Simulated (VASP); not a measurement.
The system is Ga.

```xyz
4
Lattice="2.2615 -3.8305 0.0000 2.2615 3.8305 0.0000 0.0000 0.0000 4.5240" Properties=species:S:1:pos:R:3 pbc="T T T"
Ga    2.2615   -2.6438    0.3664
Ga    2.2615   -1.1867    2.6284
Ga    2.2615    2.6438    4.1576
Ga    2.2615    1.1867    1.8956
```

| Property | Result |
| --- | --- |
| Program | VASP 6.6.1 |
| Task | relaxation of cell and atoms |
| Functional | LDA |
| Potentials or basis | VASP PAW LDA potentials, release 64 (Ga_d) |
| Cutoff | 600 eV |
| k mesh | 13 × 13 × 11 |
| Occupations | fermi-dirac, width 0.05 eV |
| Spin | no spin polarisation |

At the start: pressure -3.6 GPa; volume 19.59 Å³/atom.

Task: How do energy, volume and symmetry change on relaxing?

Result: Over 16 steps the energy falls by 15.3 meV/atom and the volume is 18.41 Å³/atom (-6.0 %); space group Cmce (No. 64, to 0.05 Å).

Step by step:
```
step  energy change (eV)  largest force (eV/Å)  pressure (GPa)  volume (Å³)
   1              0.0000                0.1737           -3.60        78.38
   2             -0.0599                0.0325            0.17        73.49
   3             -0.0600                0.0357            0.09        73.64
   4             -0.0599                0.0378           -0.03        73.73
   5             -0.0603                0.0282           -0.14        73.75
   6             -0.0606                0.0238           -0.19        73.78
   7             -0.0608                0.0215            0.06        73.61
   8             -0.0608                0.0210            0.08        73.57
   9             -0.0609                0.0163            0.04        73.58
  10             -0.0610                0.0152            0.00        73.60
  11             -0.0609                0.0362           -0.02        73.64
  12             -0.0610                0.0195            0.04        73.61
  13             -0.0611                0.0081           -0.03        73.66
  14             -0.0611                0.0032           -0.05        73.68
  15             -0.0611                0.0025           -0.05        73.69
  16             -0.0611                0.0014            0.01        73.64
```

Final structure:
```cif
data_structure
_symmetry_space_group_name_H-M 'P 1'
_symmetry_Int_Tables_number 1
_cell_length_a 4.3516
_cell_length_b 4.3516
_cell_length_c 4.4430
_cell_angle_alpha 90.000
_cell_angle_beta 90.000
_cell_angle_gamma 118.927
_cell_volume 73.64
loop_
_atom_site_label
_atom_site_type_symbol
_atom_site_fract_x
_atom_site_fract_y
_atom_site_fract_z
_atom_site_occupancy
Ga1 Ga 0.84400 0.15600 0.08463 1
Ga2 Ga 0.65600 0.34400 0.58463 1
Ga3 Ga 0.15600 0.84400 0.91537 1
Ga4 Ga 0.34400 0.65600 0.41537 1
```
